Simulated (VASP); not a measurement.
Given:

```yaml
crystal:
  lattice:
    - [0.00000, 3.02084, 3.02084]
    - [3.02084, 0.00000, 3.02084]
    - [3.02084, 3.02084, 0.00000]
  atoms:
    - { symbol: Ga, position: [0.00000, 0.00000, 0.00000] }
    - { symbol: Sb, position: [0.25000, 0.25000, 0.25000] }
```

Calculation: PBEsol GGA, VASP's PBE PAW potentials (set 64) (plane waves; VASP 6.6.1). Run with 480 eV cut-off, 10×10×10 Γ-centred mesh, first-order Methfessel-Paxton smearing of 0.10 eV, potentials Ga_d Sb.

Unless said otherwise, spin-orbit coupling is left out, though it shifts the bands of the heavy elements here.

Q: Estimate the energy per atom (σ→0), pressure, band gap (on the k-mesh) with the smallest direct gap where there is one.

A: 
| Quantity | Value |
|---|---|
| band gap (on the k-mesh) | 0.26 eV |
| smallest direct gap (on the k-mesh) | 0.26 eV |
| energy per atom (σ→0) | -4.071 eV/atom |
| pressure | 2.00 GPa |

Total energies compare only between runs with the same potentials, cut-off and functional.

The compound is GaSb in the zinc blende structure. It was relaxed first under an external pressure of 2 GPa.
